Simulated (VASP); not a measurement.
An input for Quantum ESPRESSO's pw.x (written as the equivalent of a VASP run, and not itself run):

```
&CONTROL
  calculation = 'scf'
  pseudo_dir = './pseudo'
  outdir = './out'
  tprnfor = .true.
  tstress = .true.
/
&SYSTEM
  ibrav = 0
  nat = 4
  ntyp = 2
  ecutwfc = 84
  occupations = 'tetrahedra'
  input_dft = 'vdw-df-cx'
/
&ELECTRONS
  conv_thr = 7.3e-09
  electron_maxstep = 100
/
ATOMIC_SPECIES
  Sn 118.710 Sn.upf
  O 15.999 O.upf
CELL_PARAMETERS angstrom
     3.8229147    0.0000000    0.0000000
     0.0000000    3.8229147    0.0000000
     0.0000000    0.0000000    4.6900583
ATOMIC_POSITIONS crystal
  Sn   0.5000000  0.0000000  0.7533318
  Sn   0.0000000  0.5000000  0.2466682
  O    0.5000000  0.5000000  0.0000000
  O    0.0000000  0.0000000  0.0000000
K_POINTS automatic
  7 7 5 0 0 0
```

**Question.** Write the VASP files for the same calculation (vdW-DF-cx).

**Answer.** This is not unique; one that fits is 
KPOINTS:
```
K-points
0
gamma
  7 7 5
0 0 0
```

File POSCAR:
```
SnO
3.8229150
  0.9999999092   0.0000000000   0.0000000000
  0.0000000000   0.9999999092   0.0000000000
  0.0000000000   0.0000000000   1.2268277611
Sn O
2 2
Direct
  0.5000000000   0.0000000000   0.7533318392
  0.0000000000   0.5000000000   0.2466681608
  0.5000000000   0.5000000000   0.0000000000
  0.0000000000   0.0000000000   0.0000000000
```

### INCAR
```
! general
SYSTEM   = SnO
PREC     = Accurate
ENCUT    = 520
LREAL    = .False.
LASPH    = .True.

! electronic loop
EDIFF    = 1E-7
NELM     = 100
ALGO     = Normal
LMAXMIX  = 4

! smearing
ISMEAR   = -5

! functional
GGA      = CX
LUSE_VDW = .True.
AGGAC    = 0.0

! ions
ISIF     = 2

! output
LWAVE    = .False.
LCHARG   = .True.
LORBIT   = 11
NEDOS    = 601

! other
LEFG     = .True.
```

POTCAR, in this order: Sn_d O (PBE.64 set). Program: vasp_std.

Limits of the translation: the potentials are each code's own (VASP's PAW set, PseudoDojo norm-conserving files in pw.x), so ENCUT and ecutwfc are chosen apart and not converted; conv_thr bounds pw.x's estimated SCF error, while EDIFF bounds the energy change between steps; the field gradients of LEFG aren't asked of the other code.

The compound is SnO in the litharge structure. It was relaxed first.
